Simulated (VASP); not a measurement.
Given:

```yaml
crystal:
  lattice:
    - [3.46119, 0.00000, 0.00000]
    - [-1.73060, 2.99748, 0.00000]
    - [0.00000, 0.00000, 6.45723]
  atoms:
    - { symbol: Sn, position: [0.00000, 0.00000, 0.00000] }
    - { symbol: Sn, position: [0.00000, 0.00000, 0.50000] }
    - { symbol: O, position: [0.33333, 0.66667, 0.25000] }
    - { symbol: O, position: [0.66667, 0.33333, 0.75000] }
```

Computed with PBE GGA, VASP's PBE PAW potentials (set 64) (plane waves; VASP). Run with 520 eV cut-off, 9×9×5 Γ-centred mesh, first-order Methfessel-Paxton smearing of 0.10 eV, potentials Sn_d O.

Unless said otherwise, spin-orbit coupling is left out, though it shifts the bands of the heavy elements here.

**Question.** Estimate the energy per atom (σ→0), band gap (on the k-mesh) with the smallest direct gap where there is one.

**Answer.** 
| Quantity | Result |
|---|---|
| band gap (on the k-mesh) | none (metal, semimetal or under 0.01 eV) |
| energy per atom (σ→0) | -5.162 eV/atom |

The absolute energy has meaning only against runs of the same code, potentials and settings.

The structure was generated: SnO was put into the NiAs type type (P6_3/mmc), which need not be its known phase. It was relaxed first, which changed the volume by +60 %. The start is the result of an earlier pass.
